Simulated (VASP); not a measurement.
Here is the system:

```
CELL_PARAMETERS angstrom
      4.39081     0.00000     0.00000
      0.00000     4.39081     0.00000
      0.00000     0.00000     4.39081
ATOMIC_POSITIONS crystal
  Cs 0.00000 0.00000 0.00000
  Br 0.50000 0.50000 0.50000
```

Method: B3LYP hybrid, VASP's PBE PAW potentials (set 64) (plane waves; VASP). Run with 520 eV cut-off, 4×4×4 Γ-centred mesh, Gaussian smearing of 0.050 eV, potentials Cs_sv Br.

Unless said otherwise, spin-orbit coupling is left out, though it shifts the bands of the heavy elements here.

Problem. What does the run give for the energy per atom (σ→0), band gap (over the mesh, the named points and PBE's band edges) with the smallest direct gap where there is one?

Solution. 
| Quantity | Result |
|---|---|
| band gap (over the mesh, the named points and PBE's band edges) | 5.77 eV |
| smallest direct gap (over the mesh, the named points and PBE's band edges) | 5.79 eV |
| energy per atom (σ→0) | -3417 meV/atom |

Total energies compare only between runs with the same potentials, cut-off and functional.

The compound is CsBr in the CsCl type structure. It was relaxed first, which changed the volume by +7 %.
